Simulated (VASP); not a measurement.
Given:

```
CELL_PARAMETERS angstrom
      0.00000     1.98777     1.98777
      1.98777     0.00000     1.98777
      1.98777     1.98777     0.00000
ATOMIC_POSITIONS crystal
  Li 0.00000 0.00000 0.00000
  F  0.50000 0.50000 0.50000
```

Level of theory: G0W0 on PBE orbitals, VASP's PBE PAW potentials (set 64) (plane waves; VASP 6.6.1). Settings: PREC = Normal, 500 eV cut-off, 4×4×4 Γ-centred mesh, Gaussian smearing of 0.010 eV, potentials Li_sv_GW F_GW_new.

The mesh is coarse and the basis finite, so the quasiparticle values are not converged.

NBANDS = 160, ENCUTGW = 200 eV, NOMEGA = 64. The PBE levels (eV) that the step starts from are:

```csv
state,KS energy,filling
"k1 (0.00, 0.00, 0.00), band 2",-20.83,2
"k1 (0.00, 0.00, 0.00), band 3",-0.76,2
"k1 (0.00, 0.00, 0.00), band 4",-0.76,2
"k1 (0.00, 0.00, 0.00), band 5",-0.76,2
"k1 (0.00, 0.00, 0.00), band 6",8.66,0
"k1 (0.00, 0.00, 0.00), band 7",23.71,0
"k1 (0.00, 0.00, 0.00), band 8",23.71,0
"k1 (0.00, 0.00, 0.00), band 9",23.71,0
"k4 (0.25, 0.25, 0.00), band 2",-20.51,2
"k4 (0.25, 0.25, 0.00), band 3",-2.26,2
"k4 (0.25, 0.25, 0.00), band 4",-1.30,2
"k4 (0.25, 0.25, 0.00), band 5",-1.30,2
"k4 (0.25, 0.25, 0.00), band 6",11.01,0
"k4 (0.25, 0.25, 0.00), band 7",18.24,0
"k4 (0.25, 0.25, 0.00), band 8",19.36,0
"k4 (0.25, 0.25, 0.00), band 9",20.28,0
```

Question: Give the quasiparticle energies and renormalisation factors Z.

Answer: 
```
state                          QP energy (eV)     Z
-----------------------------  --------------  ----
k1 (0.00, 0.00, 0.00), band 2          -25.11  0.78
k1 (0.00, 0.00, 0.00), band 3           -3.67  0.81
k1 (0.00, 0.00, 0.00), band 4           -3.67  0.81
k1 (0.00, 0.00, 0.00), band 5           -3.67  0.81
k1 (0.00, 0.00, 0.00), band 6           10.24  0.88
k1 (0.00, 0.00, 0.00), band 7           25.88  0.86
k1 (0.00, 0.00, 0.00), band 8           25.88  0.86
k1 (0.00, 0.00, 0.00), band 9           25.88  0.86
k4 (0.25, 0.25, 0.00), band 2          -24.63  0.76
k4 (0.25, 0.25, 0.00), band 3           -5.40  0.81
k4 (0.25, 0.25, 0.00), band 4           -4.31  0.81
k4 (0.25, 0.25, 0.00), band 5           -4.31  0.81
k4 (0.25, 0.25, 0.00), band 6           12.88  0.87
k4 (0.25, 0.25, 0.00), band 7           19.56  0.88
k4 (0.25, 0.25, 0.00), band 8           21.26  0.88
k4 (0.25, 0.25, 0.00), band 9           22.39  0.86
```
On the mesh the gap opens from 9.42 to 13.91 eV.

The compound is LiF in the rock salt structure. This cell is one point of a volume scan, at 0.96 of the reference volume. The k-mesh is coarse (spacing up to 0.68 per Å, 2π included), so the numbers may not be converged in it.
